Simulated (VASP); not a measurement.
Input:

```yaml
crystal:
  lattice:
    - [2.94456, 0.00000, 0.00000]
    - [-1.47228, 2.55007, 0.00000]
    - [0.00000, 0.00000, 9.25662]
  atoms:
    - { symbol: Nb, position: [0.00000, 0.00000, 0.00000] }
    - { symbol: Nb, position: [0.00000, 0.00000, 0.50000] }
    - { symbol: Al, position: [0.33333, 0.66667, 0.25000] }
    - { symbol: Al, position: [0.66667, 0.33333, 0.75000] }
```

These are PBE GGA, VASP's PBE PAW potentials (set 64) (plane waves; VASP) values and carry that method's errors. Run with 400 eV cut-off, Gaussian smearing of 0.050 eV, potentials Nb_sv Al.

### Question
What does the run give for the band gap (along the path) with the smallest direct gap where there is one?

### Answer

```yaml
band gap (along the path): none (metal, semimetal or under 0.01 eV)
```

Only differences to runs with the same potentials and settings are physical.

The structure was generated: NbAl was put into the NiAs type type (P6_3/mmc), which need not be its known phase. It was relaxed first, which changed the volume by -38 %.
